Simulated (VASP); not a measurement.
Method: PBEsol GGA, VASP's PBE PAW potentials (set 64) (plane waves; VASP).

Input for VASP

INCAR:
```
# general
SYSTEM    =  BN
PREC      =  Accurate
ENCUT     =  520   # plane-wave cut-off (eV)
LREAL     =  .FALSE.   # projection in real space or not
LASPH     =  .TRUE.

# electronic loop
EDIFF     =  1E-8   # SCF stop (eV)
NELM      =  100   # most electronic steps
ALGO      =  Normal   # blocked Davidson

# smearing
ISMEAR    =  0
SIGMA     =  0.01   # width (eV)

# functional
GGA       =  PS

# ions
IBRION    =  8
NSW       =  1   # most ionic steps

# output
LWAVE     =  .FALSE.
LCHARG    =  .FALSE.

# other
LEPSILON  =  .TRUE.
```

KPOINTS:
```
Automatic mesh
0
Gamma
12 12 12
0 0 0
```

File POSCAR:
```
BN
1
   -0.0000000000     1.8037830981     1.8037830981
    1.8037830981    -0.0000000000     1.8037830981
    1.8037830981     1.8037830981     0.0000000000
B N
1 1
Direct
  0.0000000000   0.0000000000   0.0000000000
  0.2500000000   0.2500000000   0.2500000000
```

POTCAR, in this order: B N (PBE.64 set). Program: vasp_std.

The run wrote:

### OUTCAR
```


 HEAD OF MICROSCOPIC STATIC DIELECTRIC TENSOR (INDEPENDENT PARTICLE, excluding Hartree and local field effects)
 ------------------------------------------------------
           4.760014     0.000000    -0.000000
          -0.000000     4.760014     0.000000
           0.000000     0.000000     4.760014
 ------------------------------------------------------

 MACROSCOPIC STATIC DIELECTRIC TENSOR (including local field effects in DFT)
 ------------------------------------------------------
           4.632027    -0.000000     0.000000
           0.000000     4.632027    -0.000000
           0.000000    -0.000000     4.632027
 ------------------------------------------------------

 PIEZOELECTRIC TENSOR (including local field effects)  for field in x, y, z        (e  Angst)
          XX          YY          ZZ          XY          YZ          ZX
  --------------------------------------------------------------------------------
  x     0.00000     0.00000    -0.00000     0.00000    -0.75437     0.00000
  y     0.00000    -0.00000     0.00000     0.00000     0.00000    -0.75437
  z     0.00000    -0.00000     0.00000    -0.75437     0.00000     0.00000

 PIEZOELECTRIC TENSOR (including local field effects)  for field in x, y, z        (C/m^2)
          XX          YY          ZZ          XY          YZ          ZX
  --------------------------------------------------------------------------------
  x     0.00000     0.00000    -0.00000     0.00000    -1.02970     0.00000
  y     0.00000    -0.00000     0.00000     0.00000     0.00000    -1.02970
  z     0.00000    -0.00000     0.00000    -1.02970     0.00000     0.00000

 BORN EFFECTIVE CHARGES (including local field effects) (in |e|, cummulative output)
 ---------------------------------------------------------------------------------
 ion    1
    1     1.89964     0.00000     0.00000
    2     0.00000     1.89964     0.00000
    3     0.00000     0.00000     1.89964
 ion    2
    1    -1.89964     0.00000     0.00000
    2     0.00000    -1.89964     0.00000
    3     0.00000     0.00000    -1.89964
```
(Selected blocks of OUTCAR.)

**OUTCAR**
```
 val. band max:        7.4390607218   @ k =   0.0000   0.0000   0.0000

 cond. band min:      11.7222701310   @ k =   0.5000   0.5000   0.0000


 Fermi energy:         7.5446808690

 k-point     1 :       0.0000    0.0000    0.0000
  band No.  band energies     occupation
      1     -12.8845      2.00000
      2       7.4391      2.00000
      3       7.4391      2.00000
      4       7.4391      2.00000
      5      16.2297      0.00000
      6      16.2297      0.00000
      7      16.2297      0.00000
      8      17.8064      0.00000

 k-point     2 :       0.0833    0.0000    0.0000
  band No.  band energies     occupation
      1     -12.7136      2.00000
      2       6.5159      2.00000
      3       7.2556      2.00000
      4       7.2556      2.00000
      5      16.4400      0.00000
      6      16.5074      0.00000
      7      16.5074      0.00000
      8      18.3755      0.00000

 k-point     3 :       0.1667    0.0000    0.0000
  band No.  band energies     occupation
      1     -12.2073      2.00000
      2       4.3937      2.00000
      3       6.8101      2.00000
      4       6.8101      2.00000
      5      16.7644      0.00000
      6      17.1495      0.00000
      7      17.1495      0.00000
      8      19.6982      0.00000

 k-point     4 :       0.2500    0.0000    0.0000
  band No.  band energies     occupation
      1     -11.3881      2.00000
      2       1.9017      2.00000
      3       6.2971      2.00000
      4       6.2971      2.00000
      5      17.0821      0.00000
      6      17.7560      0.00000
      7      17.7560      0.00000
      8      21.0002      0.00000

 k-point     5 :       0.3333    0.0000    0.0000
  band No.  band energies     occupation
      1     -10.3172      2.00000
      2      -0.5164      2.00000
      3       5.8602      2.00000
      4       5.8602      2.00000
      5      17.3607      0.00000
      6      18.0573      0.00000
      7      18.0573      0.00000
...
```

The compound is BN in the zinc blende structure. It was relaxed first.
